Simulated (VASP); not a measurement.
# A vacancy on the Be site in Be, part 2 of 3

Aim: the formation energy and local structure of a vacancy on the Be site in Be.

VASP 6.6.1; PBEsol; plane waves and PAW (Be).

So far. Step 2 (The host at zero pressure): The run ended after 3 ionic steps, 0.008 eV below its first step, once forces and stress met EDIFFG = -0.02.

## Step 3: The perfect supercell

System of this step: Be. The cell holds 64 atoms: 64 Be. Its edges and angles: a = 9.049 Å, b = 9.049 Å, c = 7.099 Å, α = 90.0°, β = 90.0°, γ = 120.0°. It derives from Be.

The same cell, mesh and cutoff without the defect give the energy to subtract and, in a gapped host, the band edges to count from, so that most errors cancel.

INCAR reads:

```
SYSTEM = Be
PREC = Normal
ENCUT = 300
EDIFF = 1E-05
NELM = 120
ISMEAR = 1
SIGMA = 0.2
LREAL = Auto
ALGO = Fast
GGA = PS
LORBIT = 11
LWAVE = .FALSE.
LCHARG = .FALSE.
KPAR = 4
NCORE = 2
```

POSCAR reads:

```
Be
1.0
    9.0487130680      0.0000000000      0.0000000000
   -4.5243565340      7.8364153884      0.0000000000
    0.0000000000      0.0000000000      7.0988260914
Be
64
Direct
    0.0000000000      0.0000000000      0.0000000000
    0.0000000000      0.0000000000      0.5000000000
    0.0000000000      0.2500000000      0.0000000000
    0.0000000000      0.2500000000      0.5000000000
    0.0000000000      0.5000000000      0.0000000000
    0.0000000000      0.5000000000      0.5000000000
    0.0000000000      0.7500000000      0.0000000000
    0.0000000000      0.7500000000      0.5000000000
    0.2500000000      0.0000000000      0.0000000000
    0.2500000000      0.0000000000      0.5000000000
    0.2500000000      0.2500000000      0.0000000000
    0.2500000000      0.2500000000      0.5000000000
    0.2500000000      0.5000000000      0.0000000000
    0.2500000000      0.5000000000      0.5000000000
    0.2500000000      0.7500000000      0.0000000000
    0.2500000000      0.7500000000      0.5000000000
    0.5000000000      0.0000000000      0.0000000000
    0.5000000000      0.0000000000      0.5000000000
    0.5000000000      0.2500000000      0.0000000000
    0.5000000000      0.2500000000      0.5000000000
    0.5000000000      0.5000000000      0.0000000000
    0.5000000000      0.5000000000      0.5000000000
    0.5000000000      0.7500000000      0.0000000000
    0.5000000000      0.7500000000      0.5000000000
    0.7500000000      0.0000000000      0.0000000000
    0.7500000000      0.0000000000      0.5000000000
    0.7500000000      0.2500000000      0.0000000000
    0.7500000000      0.2500000000      0.5000000000
    0.7500000000      0.5000000000      0.0000000000
    0.7500000000      0.5000000000      0.5000000000
    0.7500000000      0.7500000000      0.0000000000
    0.7500000000      0.7500000000      0.5000000000
    0.0833333333      0.1666666667      0.2500000000
    0.0833333333      0.1666666667      0.7500000000
    0.0833333333      0.4166666667      0.2500000000
    0.0833333333      0.4166666667      0.7500000000
    0.0833333333      0.6666666667      0.2500000000
    0.0833333333      0.6666666667      0.7500000000
    0.0833333333      0.9166666667      0.2500000000
    0.0833333333      0.9166666667      0.7500000000
    0.3333333333      0.1666666667      0.2500000000
    0.3333333333      0.1666666667      0.7500000000
    0.3333333333      0.4166666667      0.2500000000
    0.3333333333      0.4166666667      0.7500000000
    0.3333333333      0.6666666667      0.2500000000
    0.3333333333      0.6666666667      0.7500000000
    0.3333333333      0.9166666667      0.2500000000
    0.3333333333      0.9166666667      0.7500000000
    0.5833333333      0.1666666667      0.2500000000
    0.5833333333      0.1666666667      0.7500000000
    0.5833333333      0.4166666667      0.2500000000
    0.5833333333      0.4166666667      0.7500000000
    0.5833333333      0.6666666667      0.2500000000
    0.5833333333      0.6666666667      0.7500000000
    0.5833333333      0.9166666667      0.2500000000
    0.5833333333      0.9166666667      0.7500000000
    0.8333333333      0.1666666667      0.2500000000
    0.8333333333      0.1666666667      0.7500000000
    0.8333333333      0.4166666667      0.2500000000
    0.8333333333      0.4166666667      0.7500000000
    0.8333333333      0.6666666667      0.2500000000
    0.8333333333      0.6666666667      0.7500000000
    0.8333333333      0.9166666667      0.2500000000
    0.8333333333      0.9166666667      0.7500000000
```

KPOINTS reads:

```
Automatic mesh
0
Gamma
5 5 5
0 0 0
```

PAW data sets: Be (PBE family, release 64).

The run is started by

```bash
$ mpirun -np 8 vasp_std
```

The log of the run:

```text
[banner, memory and clock lines left out]
running    8 mpi-ranks, on    1 nodes
 distrk:  each k-point on    2 cores,    4 groups
 distr:  one band on    2 cores,    1 groups

 POSCAR found type information on POSCAR Be
 POSCAR found :  1 types and      64 ions
 [... a notice as in an earlier step ...]

 LDA part: xc-table for (Slater+PW92), standard interpolation
 POSCAR, INCAR and KPOINTS ok, starting setup
 FFT: planning ... GRIDC
 FFT: planning ... GRID_SOFT
 FFT: planning ... GRID
 WAVECAR not read
 entering main loop
       N       E                     dE             d eps       ncg     rms          rms(c)
DAV:   1     0.633512220059E+02    0.63351E+02   -0.35221E+04  2910   0.734E+02
DAV:   2    -0.240658476981E+03   -0.30401E+03   -0.28096E+03  3748   0.152E+02
DAV:   3    -0.256605301443E+03   -0.15947E+02   -0.15513E+02  3572   0.317E+01
DAV:   4    -0.256840480926E+03   -0.23518E+00   -0.23343E+00  3675   0.438E+00
DAV:   5    -0.256844496727E+03   -0.40158E-02   -0.40096E-02  3603   0.427E-01    0.698E+00
RMM:   6    -0.256083745242E+03    0.76075E+00   -0.71590E-02  2967   0.130E+00    0.425E+00
RMM:   7    -0.255764867544E+03    0.31888E+00   -0.11856E-01  3138   0.130E+00    0.835E-02
RMM:   8    -0.255765169512E+03   -0.30197E-03   -0.59684E-03  3384   0.314E-01    0.357E-02
RMM:   9    -0.255765284290E+03   -0.11478E-03   -0.89766E-04  3596   0.701E-02    0.165E-02
RMM:  10    -0.255765277267E+03    0.70231E-05   -0.10686E-04  3019   0.261E-02    0.570E-03
RMM:  11    -0.255765269705E+03    0.75624E-05   -0.24008E-05  2614   0.118E-02
   1 F= -.25576527E+03 E0= -.25577563E+03  d E =0.310730E-01
```

It took 63 s on 8 MPI ranks of AMD EPYC 7R43, shared host; peak memory 1.7 GiB.

OUTCAR, selected parts (step 3):

```text
  LATTYP: Found a hexagonal cell.
 ALAT       =     9.0487130680
 C/A-ratio  =     0.7845122326

 Found     15 irreducible k-points:

   k-points           NKPTS =     15   k-points in BZ     NKDIM =     15   number of bands    NBANDS=     97

   dimension x,y,z NGX =    40 NGY =   40 NGZ =   30
   dimension x,y,z NGXF=    80 NGYF=   80 NGZF=   60

   ENCUT  =  300.0 eV  22.05 Ry    4.70 a.u.  12.78 12.78 10.03*2*pi/ulx,y,z

   NELECT =     128.0000    total number of electrons

 E-fermi :   6.9499

 k-point     1 :       0.0000    0.0000    0.0000
  band No.  band energies     occupation
    ...
     54       4.9614      2.00000
     55       4.9614      2.00000
     56       4.9614      2.00000
     57       4.9614      2.00000
     58       4.9614      2.00000
     59       7.8472     -0.00000
     60       7.8472     -0.00000
     61       7.8472     -0.00000
     62       7.8472     -0.00000
     63       7.8472     -0.00000
    ...

 k-point     2 :       0.2000    0.0000    0.0000
  band No.  band energies     occupation
    ...
     58       5.9812      2.00000
     59       6.8115      1.91405
     60       6.8115      1.91405
     61       6.9646      0.87614
     62       6.9646      0.87614
     63       8.0449     -0.00000
     64       8.0484     -0.00000
     65       8.0484     -0.00000
     66       8.2651     -0.00000
     67       8.2651     -0.00000
    ...

  Total        0.0753471      0.0753471      0.3285272      0.0000000     -0.0000000     -0.0000000
  in kB        0.2398204      0.2398204      1.0456613      0.0000000     -0.0000000     -0.0000000
  external PRESSURE =       0.5084341 kB  Pullay stress =       0.0000000 kB

  energy-cutoff  :      300.00
  volume of cell :      503.37
      direct lattice vectors                 reciprocal lattice vectors
     9.048713068  0.000000000  0.000000000     0.110512953  0.063804683  0.000000000
    -4.524356534  7.836415388  0.000000000     0.000000000  0.127609366  0.000000000
     0.000000000  0.000000000  7.098826091     0.000000000  0.000000000  0.140868361

 POSITION                                       TOTAL-FORCE (eV/Angst)
 -----------------------------------------------------------------------------------
      0.00000      0.00000      0.00000        -0.000000      0.000000     -0.000000
      0.00000      0.00000      3.54941         0.000000      0.000000      0.000000
     -1.13109      1.95910      0.00000         0.000000      0.000000     -0.000000
     -1.13109      1.95910      3.54941         0.000000      0.000000     -0.000000
     -2.26218      3.91821      0.00000         0.000000      0.000000     -0.000000
     -2.26218      3.91821      3.54941         0.000000      0.000000      0.000000
     -3.39327      5.87731      0.00000        -0.000000      0.000000      0.000000
     -3.39327      5.87731      3.54941        -0.000000      0.000000      0.000000
      2.26218      0.00000      0.00000        -0.000000      0.000000      0.000000
      2.26218      0.00000      3.54941         0.000000      0.000000     -0.000000
      1.13109      1.95910      0.00000        -0.000000      0.000000      0.000000
      1.13109      1.95910      3.54941         0.000000      0.000000     -0.000000
      0.00000      3.91821      0.00000         0.000000      0.000000     -0.000000
      0.00000      3.91821      3.54941         0.000000      0.000000      0.000000
     -1.13109      5.87731      0.00000        -0.000000      0.000000      0.000000
     -1.13109      5.87731      3.54941        -0.000000      0.000000      0.000000
      4.52436      0.00000      0.00000         0.000000      0.000000      0.000000
      4.52436      0.00000      3.54941         0.000000      0.000000      0.000000
      3.39327      1.95910      0.00000         0.000000      0.000000      0.000000
      3.39327      1.95910      3.54941         0.000000      0.000000     -0.000000
      2.26218      3.91821      0.00000         0.000000      0.000000     -0.000000
      2.26218      3.91821      3.54941         0.000000      0.000000     -0.000000
      1.13109      5.87731      0.00000        -0.000000      0.000000      0.000000
      1.13109      5.87731      3.54941        -0.000000      0.000000      0.000000
      6.78653      0.00000      0.00000         0.000000      0.000000     -0.000000
      6.78653      0.00000      3.54941         0.000000      0.000000      0.000000
      5.65545      1.95910      0.00000         0.000000      0.000000      0.000000
      5.65545      1.95910      3.54941         0.000000      0.000000     -0.000000
      4.52436      3.91821      0.00000         0.000000      0.000000     -0.000000
      4.52436      3.91821      3.54941         0.000000      0.000000     -0.000000
      3.39327      5.87731      0.00000        -0.000000      0.000000     -0.000000
      3.39327      5.87731      3.54941        -0.000000      0.000000      0.000000
     -0.00000      1.30607      1.77471        -0.000000     -0.000000      0.000000
     -0.00000      1.30607      5.32412         0.000000     -0.000000     -0.000000
     -1.13109      3.26517      1.77471         0.000000     -0.000000     -0.000000
     -1.13109      3.26517      5.32412         0.000000     -0.000000     -0.000000
     -2.26218      5.22428      1.77471        -0.000000     -0.000000     -0.000000
     -2.26218      5.22428      5.32412         0.000000     -0.000000      0.000000
[...]
-----------------------------------------------------------------------------------
    total drift:                               -0.000001      0.000001      0.000000

  FREE ENERGIE OF THE ION-ELECTRON SYSTEM (eV)
  ---------------------------------------------------
  free  energy   TOTEN  =      -255.7652697048 eV

  energy  without entropy=     -255.7963426608  energy(sigma->0) =     -255.77562736

 total charge
# of ion       s       p       d       tot
------------------------------------------
    1        0.407   0.773   0.000   1.180
    2        0.407   0.773   0.000   1.180
    3        0.407   0.773   0.000   1.180
    4        0.407   0.773   0.000   1.180
    5        0.407   0.773   0.000   1.180
    6        0.407   0.773   0.000   1.180
    7        0.407   0.773   0.000   1.180
    8        0.407   0.773   0.000   1.180
    9        0.407   0.773   0.000   1.180
   10        0.407   0.773   0.000   1.180
   11        0.407   0.773   0.000   1.180
   12        0.407   0.773   0.000   1.180
   13        0.407   0.773   0.000   1.180
   14        0.407   0.773   0.000   1.180
   15        0.407   0.773   0.000   1.180
   16        0.407   0.773   0.000   1.180
   17        0.407   0.773   0.000   1.180
   18        0.407   0.773   0.000   1.180
   19        0.407   0.773   0.000   1.180
   20        0.407   0.773   0.000   1.180
   21        0.407   0.773   0.000   1.180
   22        0.407   0.773   0.000   1.180
   23        0.407   0.773   0.000   1.180
   24        0.407   0.773   0.000   1.180
   25        0.407   0.773   0.000   1.180
   26        0.407   0.773   0.000   1.180
   27        0.407   0.773   0.000   1.180
   28        0.407   0.773   0.000   1.180
   29        0.407   0.773   0.000   1.180
   30        0.407   0.773   0.000   1.180
   31        0.407   0.773   0.000   1.180
   32        0.407   0.773   0.000   1.180
   33        0.407   0.773   0.000   1.180
   34        0.407   0.773   0.000   1.180
   35        0.407   0.773   0.000   1.180
   36        0.407   0.773   0.000   1.180
   37        0.407   0.773   0.000   1.180
[...]
--------------------------------------------------
tot         26.026  49.495   0.000  75.521

[... 2 parts as in an earlier step ...]

[... 7 further parts left out ...]
```

Numbers from this step:

| Item | Value |
| --- | --- |
| electronic cycles | 11 |
| electrons | 128 |
| free energy (TOTEN) | -255.7653 eV |
| energy at zero smearing | -255.7756 eV |
| Fermi energy | 6.950 eV |

The host is treated as a metal, as its relaxation found a gap under 0.3 eV or none, and only the neutral defect is run.

(Part 2 of 3 ends here.)

[Lines on the potential files, build, host, timing and source positions are cut from VASP's logs without a mark.]

[Logs are printed without paths, hosts, clocks, repeated set-up lines and the standing remarks that a program may print on its own settings, such as how far it seeks lower states.]

[Hosts, paths, dates, database ids (printed as entryN), source tags and the programs' standing remarks are cut or masked in the printed files.]

[In band tables of VASP the shares of atoms and orbitals are scaled to a sum of 1 inside the atoms' spheres.]

[Runs that stopped without an error message from VASP are left out.]
